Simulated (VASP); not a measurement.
```
InAs
1.0
    0.00000     2.69291     2.69291
    2.69291     0.00000     2.69291
    2.69291     2.69291     0.00000
In As
1 1
Direct
  0.00000   0.00000   0.00000
  0.25000   0.25000   0.25000
```

Computed with LDA (Ceperley-Alder, Perdew-Zunger), VASP's LDA PAW potentials (set 64) (plane waves; VASP). Settings: 500 eV cut-off, 9×9×9 Γ-centred mesh, Gaussian smearing of 0.050 eV, potentials In_d As.

Task: What does the run give for the energy per atom (σ→0), pressure?

Result: 
```yaml
energy per atom (σ→0): -3704 meV/atom
pressure: 45.01 GPa
```

The absolute energy has meaning only against runs of the same code, potentials and settings.

The compound is InAs in the zinc blende structure. It was relaxed first under an external pressure of 45 GPa.
